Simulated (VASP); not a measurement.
Output of a VASP run:

### OSZICAR
```
       N       E                     dE             d eps       ncg     rms          rms(c)
DAV:   1     0.780486344433E+01    0.78049E+01   -0.45031E+03  1408   0.781E+02
DAV:   2    -0.132115267656E+02   -0.21016E+02   -0.19982E+02  1400   0.124E+02
DAV:   3    -0.134675115583E+02   -0.25598E+00   -0.25598E+00  1432   0.150E+01
DAV:   4    -0.134678624291E+02   -0.35087E-03   -0.35087E-03  1608   0.547E-01
DAV:   5    -0.134678625641E+02   -0.13508E-06   -0.13508E-06  1456   0.827E-03    0.717E+00
RMM:   6    -0.119283565060E+02    0.15395E+01   -0.36347E+00  1152   0.162E+01    0.212E+00
RMM:   7    -0.119246373580E+02    0.37191E-02   -0.94505E-02  1152   0.276E+00    0.141E+00
RMM:   8    -0.119209894583E+02    0.36479E-02   -0.37037E-02  1152   0.280E+00    0.389E-01
RMM:   9    -0.119181521494E+02    0.28373E-02   -0.22113E-03  1152   0.472E-01    0.215E-01
RMM:  10    -0.119175459003E+02    0.60625E-03   -0.25752E-03  1152   0.439E-01    0.337E-02
RMM:  11    -0.119176619022E+02   -0.11600E-03   -0.44541E-04  1152   0.186E-01    0.467E-02
RMM:  12    -0.119176340748E+02    0.27827E-04   -0.24059E-05   977   0.486E-02    0.253E-02
RMM:  13    -0.119176241035E+02    0.99713E-05   -0.50840E-05  1025   0.637E-02
   1 F= -.11917624E+02 E0= -.11917624E+02  d E =-.119176E+02
```

### OUTCAR
```
------------------------ aborting loop because EDIFF is reached ----------------------------------------
  FORCE on cell =-STRESS in cart. coord.  units (eV):
  Direction    XX          YY          ZZ          XY          YZ          ZX
  --------------------------------------------------------------------------------------
  Total       -0.1141629     -0.1141629     -0.1141629      0.0000000      0.0000000      0.0000000
  in kB       -9.5513507     -9.5513507     -9.5513507      0.0000000      0.0000000      0.0000000
  external PRESSURE =      -9.5513507 kB  Pullay stress =       0.0000000 kB
  volume of cell :       19.15
      direct lattice vectors                 reciprocal lattice vectors
     0.000000000  2.123474012  2.123474012    -0.235463207  0.235463207  0.235463207
     2.123474012  0.000000000  2.123474012     0.235463207 -0.235463207  0.235463207
     2.123474012  2.123474012  0.000000000     0.235463207  0.235463207 -0.235463207
  FREE ENERGIE OF THE ION-ELECTRON SYSTEM (eV)
  ---------------------------------------------------
  free  energy   TOTEN  =       -11.9176241035 eV

  energy  without entropy=      -11.9176241035  energy(sigma->0) =      -11.91762410

 reached required accuracy - stopping structural energy minimisation
```
(Selected blocks of OUTCAR.)

POSCAR:
```
MgO
1
    0.0000000000     2.1234740118     2.1234740118
    2.1234740118     0.0000000000     2.1234740118
    2.1234740118     2.1234740118     0.0000000000
Mg O
1 1
Direct
  0.0000000000   0.0000000000   0.0000000000
  0.5000000000   0.5000000000   0.5000000000
```

Write an INCAR and KPOINTS that could have produced this output.

This is not unique; one that fits is the input of the run itself, PBE GGA, plane waves, VASP's PBE PAW potentials (set 64).

File KPOINTS:
```
Automatic mesh
0
Gamma
12 12 12
0 0 0
```

### INCAR
```
SYSTEM = MgO
PREC = Normal
ENCUT = 450
EDIFF = 1E-5
NELM = 100
ALGO = Fast
LREAL = .FALSE.
LASPH = .TRUE.
ISMEAR = 0
SIGMA = 0.05
GGA = PE
LWAVE = .FALSE.
LCHARG = .FALSE.
NELMIN = 4
IBRION = 2
ISIF = 2
NSW = 20
EDIFFG = -0.03
```

POTCAR, in this order: Mg O (PBE.64 set). Program: vasp_std.

At this cut-off the stress carries a Pulay error, which pulls relaxed volumes low.

The compound is MgO in the rock salt structure. It was relaxed first.
